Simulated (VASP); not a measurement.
These are PBE GGA, VASP's PBE PAW potentials (set 64) (plane waves; VASP 6.6.1) values and carry that method's errors.

Input for VASP

### POSCAR
```
PbO
1.0
  4.0603086119   0.0000000000   0.0000000000
  0.0000000000   4.0603086119   0.0000000000
  0.0000000000   0.0000000000   5.5541876750
Pb O
2 2
Cart
  2.0301543060   0.0000000000   4.2489535714
  0.0000000000   2.0301543060   1.3052341036
  2.0301543060   2.0301543060   0.0000000000
  0.0000000000   0.0000000000   0.0000000000
```

INCAR:
```
ALGO = Fast
EDIFF = 1E-5
EDIFFG = -0.03
ENCUT = 500
GGA = PE
IBRION = 2
ISIF = 2
ISMEAR = 0
LASPH = T
LCHARG = F
LMAXMIX = 4
LREAL = F
LWAVE = F
NELM = 100
NELMIN = 4
NSW = 20
PREC = Normal
SIGMA = 0.05
SYSTEM = PbO
```

KPOINTS:
```
Regular mesh
0
G
  7 7 6
0 0 0
```

POTCAR, in this order: Pb_d O (PBE.64 set). Program: vasp_std.

Without a dispersion term in the relaxation, distances and binding between the weakly bound layers, chains or molecules are unreliable, and so is what depends on them.

Q: Predict the energy per atom (σ→0).

A: 
- energy per atom (σ→0): -5.379 eV/atom

OSZICAR:
```
...
RMM:   8    -0.215177423198E+02   -0.47333E-05   -0.64757E-05  1717   0.711E-02
   3 F= -.21517742E+02 E0= -.21517742E+02  d E =-.187361E+00
       N       E                     dE             d eps       ncg     rms          rms(c)
DAV:   1    -0.215177848895E+02   -0.47303E-04   -0.72205E-02  2560   0.147E+00    0.172E-02
RMM:   2    -0.215178561136E+02   -0.71224E-04   -0.74620E-04  1925   0.328E-01    0.104E-02
RMM:   3    -0.215178943631E+02   -0.38249E-04   -0.40928E-04  2058   0.185E-01    0.770E-03
RMM:   4    -0.215178970104E+02   -0.26473E-05   -0.32891E-05  1213   0.576E-02
   4 F= -.21517897E+02 E0= -.21517897E+02  d E =-.187516E+00
```

The compound is PbO in the litharge structure. This run relaxes the ions in a fixed cell. Symmetry was kept, so distortions that lower it aren't found.
